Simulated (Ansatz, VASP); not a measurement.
## PNO: VASP beside Ansatz

One calculation is typed for both programs; each brings its own data sets. How far apart do they land? The cell is taken from a series of runs on this material, whose earlier steps may have relaxed, scaled, displaced or heated it; both programs get it as it stands.

Calculated with Ansatz 0.2.0; plane waves, with VASP 6.6.1 beside it; dielectric response at LDA.

**1. The starting structure**

Symmetry: Cc, No. 9, monoclinic system. The conventional cell has a = 6.556 Å, b = 6.572 Å, c = 4.620 Å, α = 90.00°, β = 130.96°, γ = 90.00°. Nearest to P lie 2 N at 1.55 Å and 2 O at 1.60 Å. Nearest to N lie 2 P at 1.55 Å. Nearest to O lie 2 P at 1.60 Å. Farther neighbours and most contacts between anions are not listed.

**2. VASP: dielectric response, LDA**

The response to a field tests empty states and converges slowly with the mesh.

Lines of VASP's logs that name or quote its potential files are left out, and so is its time.

INCAR reads:

```
SYSTEM = PNO
PREC = Accurate
ENCUT = 520
EDIFF = 1E-08
NELM = 120
ISMEAR = 0
SIGMA = 0.01
LREAL = .FALSE.
ALGO = Normal
GGA = CA
NBANDS = 22
LORBIT = 11
LWAVE = .FALSE.
LCHARG = .FALSE.
ISIF = 2
LEPSILON = .TRUE.
LASPH = .TRUE.
GGA_COMPAT = .FALSE.
KPAR = 2
```

POSCAR reads:

```
PNO
1.0
    3.2780022540     -3.2861133804      0.0000000000
    3.2780022540      3.2861133804      0.0000000000
   -3.0285518603      0.0000000000      3.4888659548
P N O
2 2 2
Direct
    0.7304096000      0.0103139200      0.0001670900
    0.0103139200      0.7304096000      0.5001670900
    0.7428647300      0.3825446200      0.2496326900
    0.3825446200      0.7428647300      0.7496326900
    0.8830896100      0.0007775200      0.7502002200
    0.0007775200      0.8830896100      0.2502002200
```

KPOINTS reads:

```
Automatic mesh
0
Gamma
6 6 6
0 0 0
```

Potentials, in the order of the species: P, N and O (LDA family, release 64).

On the command line:

```
$ mpirun -np 2 vasp_std
```

Numbers of over 12 decimals in the logs are rounded to 6 here.

Output:

```text
[banner, memory and clock lines left out]
running    2 mpi-ranks, on    1 nodes
 distrk:  each k-point on    1 cores,    2 groups
 distr:  one band on    1 cores,    1 groups

 POSCAR found type information on POSCAR P N O
 POSCAR found :  3 types and       6 ions
 LDA part: xc-table for (Slater(with rela. corr.)+CA(PZ))
 , standard interpolation
 POSCAR, INCAR and KPOINTS ok, starting setup
 FFT: planning ... GRIDC
 FFT: planning ... GRID_SOFT
 FFT: planning ... GRID
 WAVECAR not read
 entering main loop
       N       E                     dE             d eps       ncg     rms          rms(c)
DAV:   1     0.172765456224E+03    0.17277E+03   -0.16727E+04  2992   0.134E+03
DAV:   2    -0.460123764109E+02   -0.21878E+03   -0.21063E+03  4084   0.292E+02
DAV:   3    -0.563747312837E+02   -0.10362E+02   -0.10320E+02  3808   0.696E+01
DAV:   4    -0.564912537298E+02   -0.11652E+00   -0.11637E+00  3748   0.811E+00
DAV:   5    -0.564935685630E+02   -0.23148E-02   -0.23140E-02  3772   0.111E+00    0.285E+01
DAV:   6    -0.493967641319E+02    0.70968E+01   -0.24290E+01  3514   0.307E+01    0.139E+01
DAV:   7    -0.493006962345E+02    0.96068E-01   -0.14114E+00  3914   0.719E+00    0.438E+00
DAV:   8    -0.492441482458E+02    0.56548E-01   -0.84856E-02  3562   0.200E+00    0.158E+00
DAV:   9    -0.492341976768E+02    0.99506E-02   -0.13171E-02  3808   0.943E-01    0.230E-01
DAV:  10    -0.492343631315E+02   -0.16545E-03   -0.14745E-03  3646   0.282E-01    0.137E-01
DAV:  11    -0.492343704851E+02   -0.73535E-05   -0.14546E-04  3808   0.108E-01    0.517E-02
DAV:  12    -0.492343774089E+02   -0.69239E-05   -0.19016E-05  3764   0.367E-02    0.161E-02
DAV:  13    -0.492343787424E+02   -0.13335E-05   -0.30508E-06  3796   0.129E-02    0.674E-03
DAV:  14    -0.492343786027E+02    0.13975E-06   -0.62079E-07  3700   0.629E-03    0.192E-03
DAV:  15    -0.492343786153E+02   -0.12615E-07   -0.66398E-08  3796   0.210E-03    0.130E-03
DAV:  16    -0.492343786137E+02    0.15361E-08   -0.12876E-08  2638   0.842E-04
   1 F= -.49234379E+02 E0= -.49234379E+02  d E =-.560483E-62
 Linear response reoptimize wavefunctions to high precision
DAV:   1    -0.492343786141E+02   -0.35470E-09   -0.21036E-09  2678   0.377E-04
DAV:   2    -0.492343786141E+02   -0.63665E-10   -0.37902E-10  2468   0.138E-04
 Linear response G [H, r] |phi>, progress :
  Direction:   1
       N       E                     dE             d eps       ncg     rms
RMM:   1    -0.139021834609E+03   -0.13902E+03   -0.26412E+01  7754   0.101E+02
RMM:   2    -0.115540421827E+03    0.23481E+02   -0.13869E+01  5200   0.256E+01
RMM:   3    -0.115715807166E+03   -0.17539E+00   -0.39400E-01  5370   0.348E+00
RMM:   4    -0.115726613626E+03   -0.10806E-01   -0.12778E-02  5675   0.643E-01
RMM:   5    -0.115726940593E+03   -0.32697E-03   -0.86606E-04  5699   0.135E-01
RMM:   6    -0.115726970892E+03   -0.30299E-04   -0.55413E-05  5705   0.303E-02
RMM:   7    -0.115726972181E+03   -0.12892E-05   -0.20248E-05  5715   0.916E-03
RMM:   8    -0.115726972244E+03   -0.62900E-07   -0.17756E-05  5633   0.426E-03
RMM:   9    -0.115726972253E+03   -0.89114E-08   -0.27320E-05  5284   0.326E-03
RMM:  10    -0.115726972283E+03   -0.29978E-07    0.22536E-05  4922   0.307E-03
RMM:  11    -0.115726972330E+03   -0.47423E-07   -0.59243E-05  4547   0.301E-03
RMM:  12    -0.115726972333E+03   -0.31849E-08   -0.42651E-06  4404   0.298E-03
 Linear response G [H, r] |phi>, progress :
  Direction:   2
       N       E                     dE             d eps       ncg     rms
RMM:   1    -0.137074624644E+03   -0.13707E+03    0.19542E+01  7821   0.101E+02
RMM:   2    -0.115577820996E+03    0.21497E+02   -0.13986E+01  5208   0.254E+01
RMM:   3    -0.115761174502E+03   -0.18335E+00   -0.38187E-01  5404   0.352E+00
RMM:   4    -0.115773925286E+03   -0.12751E-01   -0.64509E-03  5650   0.618E-01
RMM:   5    -0.115774767014E+03   -0.84173E-03    0.60430E-04  5694   0.136E-01
RMM:   6    -0.115774930919E+03   -0.16390E-03    0.16054E-04  5711   0.313E-02
RMM:   7    -0.115774953372E+03   -0.22453E-04   -0.93937E-06  5717   0.947E-03
RMM:   8    -0.115774956428E+03   -0.30560E-05   -0.39634E-05  5635   0.431E-03
RMM:   9    -0.115774956251E+03    0.17721E-06   -0.74501E-05  5289   0.323E-03
RMM:  10    -0.115774956378E+03   -0.12695E-06   -0.33066E-04  4878   0.303E-03
RMM:  11    -0.115774956325E+03    0.52953E-07    0.21901E-05  4524   0.296E-03
RMM:  12    -0.115774956217E+03    0.10781E-06    0.25878E-05  4376   0.293E-03
RMM:  13    -0.115774956083E+03    0.13452E-06   -0.57620E-05  4369   0.293E-03
 Linear response G [H, r] |phi>, progress :
  Direction:   3
       N       E                     dE             d eps       ncg     rms
RMM:   1    -0.135162685146E+03   -0.13516E+03    0.75411E+00  7569   0.999E+01
RMM:   2    -0.115576814915E+03    0.19586E+02   -0.13298E+01  5194   0.250E+01
RMM:   3    -0.115730116643E+03   -0.15330E+00   -0.33389E-01  5374   0.324E+00
RMM:   4    -0.115738835700E+03   -0.87191E-02   -0.11438E-02  5625   0.595E-01
RMM:   5    -0.115739117200E+03   -0.28150E-03   -0.76803E-04  5684   0.124E-01
RMM:   6    -0.115739140411E+03   -0.23210E-04   -0.55808E-05  5706   0.282E-02
RMM:   7    -0.115739141289E+03   -0.87839E-06   -0.18752E-05  5713   0.846E-03
RMM:   8    -0.115739141334E+03   -0.44367E-07   -0.14484E-05  5618   0.387E-03
[...]
Direction:   2
       N       E                     dE             d eps       ncg     rms          rms(c)
RMM:   1    -0.478532301711E+00   -0.47853E+00   -0.16090E+00  5578   0.357E+00
RMM:   2    -0.495250646066E+00   -0.16718E-01   -0.14554E-02  5294   0.632E-01
RMM:   3    -0.495476986634E+00   -0.22634E-03   -0.37380E-04  5435   0.838E-02
RMM:   4    -0.495487544921E+00   -0.10558E-04   -0.17310E-05  5570   0.165E-02
RMM:   5    -0.495488039037E+00   -0.49412E-06   -0.13171E-06  5539   0.386E-03
RMM:   6    -0.495488081644E+00   -0.42607E-07   -0.20257E-07  5273   0.105E-03
RMM:   7    -0.495488084715E+00   -0.30715E-08   -0.11468E-07  4219   0.396E-04
RMM:   8    -0.495488085000E+00   -0.28456E-09   -0.10480E-07  3577   0.244E-04
RMM:   9    -0.495488085018E+00   -0.17757E-10   -0.10747E-07  3217   0.212E-04
RMM:  10    -0.495488085198E+00   -0.18057E-09   -0.10547E-08  3051   0.207E-04
 change of polarisation eV/A/(eV/A) component  2 :    -0.019     0.991    -0.024
 dielectric tensor                  component  2 :    -0.046     3.386    -0.059
 Linear response to external field (no local field effect), progress :
  Direction:   3
       N       E                     dE             d eps       ncg     rms          rms(c)
RMM:   1    -0.469096582493E+00   -0.46910E+00   -0.15817E+00  5621   0.350E+00
RMM:   2    -0.489149594588E+00   -0.20053E-01   -0.14439E-02  5271   0.628E-01
RMM:   3    -0.489424339352E+00   -0.27474E-03   -0.41111E-04  5439   0.844E-02
RMM:   4    -0.489436359982E+00   -0.12021E-04   -0.19897E-05  5553   0.170E-02
RMM:   5    -0.489436906483E+00   -0.54650E-06   -0.15350E-06  5545   0.394E-03
RMM:   6    -0.489436943711E+00   -0.37228E-07   -0.22705E-07  5204   0.107E-03
RMM:   7    -0.489436945149E+00   -0.14381E-08   -0.10267E-07  4167   0.387E-04
RMM:   8    -0.489436944842E+00    0.30760E-09   -0.81184E-08  3615   0.229E-04
 change of polarisation eV/A/(eV/A) component  3 :     0.142    -0.024     0.979
 dielectric tensor                  component  3 :     0.342    -0.058     3.357
 Linear response to external field, progress :
  Direction:   1
       N       E                     dE             d eps       ncg     rms          rms(c)
RMM:   1    -0.492343584070E+00   -0.49234E+00   -0.17111E+00  5600   0.360E+00
RMM:   2    -0.512173108819E+00   -0.19830E-01   -0.15347E-02  5300   0.636E-01    0.152E+00
RMM:   3    -0.470475751199E+00    0.41697E-01   -0.10454E-01  5350   0.161E+00    0.776E-01
RMM:   4    -0.471875047888E+00   -0.13993E-02   -0.98967E-03  5473   0.582E-01    0.363E-01
RMM:   5    -0.482697684593E+00   -0.10823E-01   -0.47644E-03  5360   0.375E-01    0.666E-02
RMM:   6    -0.484898446572E+00   -0.22008E-02   -0.29481E-04  5456   0.969E-02    0.233E-02
RMM:   7    -0.485137957927E+00   -0.23951E-03   -0.27750E-05  5557   0.293E-02    0.104E-02
RMM:   8    -0.485312162793E+00   -0.17420E-03   -0.25088E-06  5547   0.866E-03    0.236E-03
RMM:   9    -0.485347473350E+00   -0.35311E-04   -0.26771E-07  5434   0.376E-03    0.648E-04
RMM:  10    -0.485346871356E+00    0.60199E-06   -0.89148E-08  5596   0.102E-03    0.265E-04
RMM:  11    -0.485346153652E+00    0.71770E-06   -0.12749E-07  5525   0.489E-04    0.495E-05
RMM:  12    -0.485345521189E+00    0.63246E-06   -0.13224E-07  4429   0.228E-04    0.241E-05
RMM:  13    -0.485345754305E+00   -0.23312E-06   -0.16936E-07  3375   0.195E-04    0.397E-06
 change of polarisation eV/A/(eV/A) component  1 :     0.910    -0.018     0.139
 dielectric tensor                  component  1 :     3.191    -0.042     0.334
 Linear response to external field, progress :
  Direction:   2
       N       E                     dE             d eps       ncg     rms          rms(c)
RMM:   1    -0.478532663320E+00   -0.47853E+00   -0.16090E+00  9186   0.357E+00
RMM:   2    -0.495250737665E+00   -0.16718E-01   -0.14556E-02  8776   0.632E-01    0.152E+00
RMM:   3    -0.453116067090E+00    0.42135E-01   -0.12074E-01  8819   0.163E+00    0.760E-01
RMM:   4    -0.454386140862E+00   -0.12701E-02   -0.85821E-03  9069   0.543E-01    0.378E-01
RMM:   5    -0.465304251380E+00   -0.10918E-01   -0.51941E-03  8804   0.396E-01    0.632E-02
RMM:   6    -0.467022668567E+00   -0.17184E-02   -0.34995E-04  9093   0.873E-02    0.241E-02
RMM:   7    -0.467388844506E+00   -0.36618E-03   -0.66185E-06  9169   0.324E-02    0.787E-03
RMM:   8    -0.467589221675E+00   -0.20038E-03    0.22250E-07  9196   0.793E-03    0.246E-03
RMM:   9    -0.467628662992E+00   -0.39441E-04    0.81866E-07  9222   0.401E-03    0.955E-04
RMM:  10    -0.467619400967E+00    0.92620E-05    0.11955E-06  9212   0.193E-03    0.253E-04
RMM:  11    -0.467623291022E+00   -0.38901E-05   -0.82807E-09  9063   0.525E-04    0.916E-05
RMM:  12    -0.467622164816E+00    0.11262E-05    0.96942E-08  7644   0.253E-04    0.229E-05
RMM:  13    -0.467622066024E+00    0.98792E-07    0.32090E-07  5714   0.197E-04    0.948E-06
 change of polarisation eV/A/(eV/A) component  2 :    -0.000     0.877    -0.000
 dielectric tensor                  component  2 :    -0.000     3.112    -0.000
 Linear response to external field, progress :
  Direction:   3
       N       E                     dE             d eps       ncg     rms          rms(c)
RMM:   1    -0.469096582493E+00   -0.46910E+00   -0.15817E+00  5621   0.350E+00
RMM:   2    -0.489149592431E+00   -0.20053E-01   -0.14439E-02  5271   0.628E-01    0.135E+00
RMM:   3    -0.466222124223E+00    0.22927E-01   -0.22034E-02  5363   0.767E-01    0.765E-01
RMM:   4    -0.476538506208E+00   -0.10316E-01   -0.22318E-02  5351   0.792E-01    0.123E-01
RMM:   5    -0.480427407347E+00   -0.38889E-02   -0.61577E-04  5456   0.158E-01    0.286E-02
RMM:   6    -0.481165937178E+00   -0.73853E-03   -0.20871E-05  5540   0.285E-02    0.124E-02
RMM:   7    -0.481464527374E+00   -0.29859E-03   -0.23069E-06  5568   0.904E-03    0.236E-03
RMM:   8    -0.481520351171E+00   -0.55824E-04   -0.35196E-07  5402   0.276E-03    0.721E-04
RMM:   9    -0.481520615087E+00   -0.26392E-06   -0.12137E-07  5596   0.112E-03    0.208E-04
RMM:  10    -0.481523483083E+00   -0.28680E-05   -0.86448E-08  5471   0.409E-04    0.690E-05
RMM:  11    -0.481521745817E+00    0.17373E-05   -0.10721E-07  4721   0.259E-04    0.123E-05
RMM:  12    -0.481521685382E+00    0.60435E-07   -0.93067E-08  3125   0.180E-04    0.480E-06
 change of polarisation eV/A/(eV/A) component  3 :     0.139    -0.024     0.903
 dielectric tensor                  component  3 :     0.334    -0.057     3.175
 Born effective charges drift removed
```

Parts of OUTCAR (step 2):

```text
ion  position               nearest neighbor table
   1  0.730  0.010  0.000-   3 1.55   4 1.55   5 1.60   6 1.60   2 2.87   2 2.87   2 2.95   2 2.95

  LATTYP: Found a base centered monoclinic cell.
 ALAT       =     6.5560045080
 B/A-ratio  =     1.0024744115
 C/A-ratio  =     0.7046960497
 COS(beta)  =    -0.6555320567

 Subroutine GETGRP returns: Found  2 space group operations
 (whereof  1 operations were pure point group operations)

The static configuration has the point symmetry C_1 .
 The point group associated with its full space group is C_1h.

 Found     68 irreducible k-points:

   k-points           NKPTS =     68   k-points in BZ     NKDIM =     68   number of bands    NBANDS=     22

   dimension x,y,z NGX =    36 NGY =   36 NGZ =   36
   dimension x,y,z NGXF=    72 NGYF=   72 NGZF=   72

   ENCUT  =  520.0 eV  38.22 Ry    6.18 a.u.   8.63  8.63  8.59*2*pi/ulx,y,z

   NELECT =      32.0000    total number of electrons

 k-points in reciprocal lattice and weights: Automatic mesh
   0.00000000  0.00000000  0.00000000       0.005
   0.16666667  0.00000000  0.00000000       0.019
   0.33333333 -0.00000000  0.00000000       0.019
   0.50000000 -0.00000000  0.00000000       0.009
   0.16666667  0.16666667 -0.00000000       0.009
   0.33333333  0.16666667  0.00000000       0.019
   0.50000000  0.16666667  0.00000000       0.019
  -0.33333333  0.16666667 -0.00000000       0.019
  -0.16666667  0.16666667  0.00000000       0.009
[...]
-0.33333333  0.33333333  0.50000000       0.009
   0.50000000  0.50000000  0.50000000       0.005

 average (electrostatic) potential at core
       1 -88.4876       2 -88.4876       3 -64.2763       4 -64.2763       5 -74.5542
       6 -74.5542

  Total       -0.5094731     -0.6182032     -0.4855454      0.0000000      0.0000000      0.2530920
  in kB      -10.8598989    -13.1775827    -10.3498573      0.0000000      0.0000000      5.3948934
  external PRESSURE =     -11.4624463 kB  Pullay stress =       0.0000000 kB

  energy-cutoff  :      520.00
  volume of cell :       75.16
      direct lattice vectors                 reciprocal lattice vectors
     3.278002254 -3.286113380  0.000000000     0.152531927 -0.152155432  0.132407165
     3.278002254  3.286113380  0.000000000     0.152531927  0.152155432  0.132407165
    -3.028551860  0.000000000  3.488865955     0.000000000  0.000000000  0.286626088

 POSITION                                       TOTAL-FORCE (eV/Angst)
 -----------------------------------------------------------------------------------
      2.42759     -2.36632      0.00058         0.000468     -0.027268      0.003092
      0.91331      2.36632      1.74502         0.000468      0.027268      0.003092
      2.93307     -1.18405      0.87093         0.032766     -0.051639     -0.010647
      1.41879      1.18405      2.61537         0.032766      0.051639     -0.010647
      0.62530     -2.89938      2.61735        -0.033234     -0.027906      0.007555
      2.13957      2.89938      0.87292        -0.033234      0.027906      0.007555
 -----------------------------------------------------------------------------------
    total drift:                               -0.000356     -0.000000      0.000094

 MACROSCOPIC STATIC DIELECTRIC TENSOR (including local field effects in DFT)
 ------------------------------------------------------
           3.191400     0.000000     0.334087
           0.000000     3.112136     0.000000
           0.333969     0.000000     3.174716
 ------------------------------------------------------

 PIEZOELECTRIC TENSOR (including local field effects)  for field in x, y, z        (C/m^2)
          XX          YY          ZZ          XY          YZ          ZX
  --------------------------------------------------------------------------------
  x    -0.12466    -0.08463    -0.06602     0.00000     0.00000     0.32210
  y     0.00000     0.00000     0.00000    -0.15242    -0.33021     0.00000
  z     0.50722    -0.50670     0.01405     0.00000     0.00000    -0.12111

 BORN EFFECTIVE CHARGES (including local field effects) (in |e|, cummulative output)
 ---------------------------------------------------------------------------------
 ion    1
    1     4.15446     0.96303     0.49613
    2    -0.91476     4.07757     0.14556
    3     0.53035     0.37155     4.18362
 ion    2
    1     4.15446    -0.96303     0.49613
    2     0.91476     4.07757    -0.14556
    3     0.53035    -0.37155     4.18362
 ion    3
    1    -2.30067    -0.75305    -1.14415
    2    -0.73819    -1.91605    -0.77898
    3    -1.11036    -0.73156    -2.26261
 ion    4
    1    -2.30067     0.75305    -1.14415
    2     0.73819    -1.91605     0.77898
    3    -1.11036     0.73156    -2.26261
 ion    5
    1    -1.85380     0.81260     0.64802
    2     0.80356    -2.16152    -0.97315
    3     0.58001    -0.91802    -1.92102
 ion    6
    1    -1.85380    -0.81260     0.64802
    2    -0.80356    -2.16152     0.97315
    3     0.58001     0.91802    -1.92102
```

(Continued in part 2 of 2.)

[Lines on the potential files, build, host, timing and source positions are cut from VASP's logs without a mark.]

[Logs are printed without paths, hosts, clocks, repeated set-up lines and the standing remarks that a program may print on its own settings, such as how far it seeks lower states.]

[Hosts, paths, dates, database ids (printed as entryN), source tags and the programs' standing remarks are cut or masked in the printed files.]
